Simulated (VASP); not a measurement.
A convergence study with VASP on Zr (hcp): one setting is varied, all else stays as given below, so the limit is that of these other settings. Each run relaxes cell and ions from the cell shown. The basis is that of the starting cell, so low cut-offs carry a Pulay error.

```
Zr
1.0
    1.61500    -2.79726     0.00000
    1.61500     2.79726     0.00000
    0.00000     0.00000     5.15000
Zr
2
Direct
  0.33333   0.66667   0.25000
  0.66667   0.33333   0.75000
```

Method: PBEsol GGA, VASP's PBE PAW potentials (set 64) (plane waves; VASP). The tightest run used: 700 eV cut-off, 11×11×6 Γ-centred mesh, first-order Methfessel-Paxton smearing of 0.10 eV, potentials Zr_sv.

**Question.** The settings run are ENCUT = 200; ENCUT = 250; ENCUT = 300; ENCUT = 350; ENCUT = 400; ENCUT = 450; ENCUT = 500; ENCUT = 550; ENCUT = 600; ENCUT = 650; ENCUT = 700. From which on does the relaxed volume stay within 0.05 Å³/atom of the tightest run?

**Answer.** From ENCUT = 400 on: it is off by 0.041 there and by no more than 0.05 in any finer run, while ENCUT = 350 is off by 0.159.
```
setting      relaxed volume (Å³/atom)  E (eV/atom)  plane waves  difference judged (Å³/atom)
-----------  ------------------------  -----------  -----------  ---------------------------
ENCUT = 200                    21.028      -9.1440          311                        1.453
ENCUT = 250                    22.508      -9.0716          432                        0.027
ENCUT = 300                    22.300      -9.0779          565                        0.181
ENCUT = 350                    22.321      -9.0805          706                        0.159
ENCUT = 400                    22.440      -9.0823          861                        0.041
ENCUT = 450                    22.479      -9.0823         1032                        0.001
ENCUT = 500                    22.468      -9.0823         1194                        0.013
ENCUT = 550                    22.462      -9.0824         1387                        0.018
ENCUT = 600                    22.471      -9.0825         1570                        0.010
ENCUT = 650                    22.479      -9.0824         1785                        0.002
ENCUT = 700                    22.481      -9.0824         1975                        0.000
```

Left out are rungs that failed or repeat a setting and relaxations that didn't move; long series are thinned to 24 rows.

The compound is Zr in the hcp structure.
